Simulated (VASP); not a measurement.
Input:

```xyz
4
Lattice="-2.0119 2.0119 3.3848 2.0119 -2.0119 3.3848 2.0119 2.0119 -3.3848" Properties=species:S:1:pos:R:3 pbc="T T T"
Hf     0.0000     0.0000     0.0000
Cu     0.0000     2.0119     1.6924
Cu     2.0119     0.0000     1.6924
Cu     0.0000     0.0000     3.3848
```

Method: PBEsol GGA, VASP's PBE PAW potentials (set 64) (plane waves; VASP). Run with 400 eV cut-off, 12×12×12 Γ-centred mesh, tetrahedra with Blöchl corrections, potentials Hf_pv Cu.

The cores are frozen, which limits the accuracy of field gradients.

Task: Give the principal components of the electric field gradient (V/Å²) and the asymmetry η at each nucleus.

Result: 
```
atom    Vxx    Vyy    Vzz     η
----  -----  -----  -----  ----
Hf1   -54.4  -54.4  108.8  0.00
Cu2     9.3    9.3  -18.6  0.00
Cu3     9.3    9.3  -18.6  0.00
Cu4    -4.7   -4.7    9.3  0.00
```

The structure comes from a computed database's HfCu3 entry (I4/mmm); how it stands against other phases isn't given here. It was relaxed first.
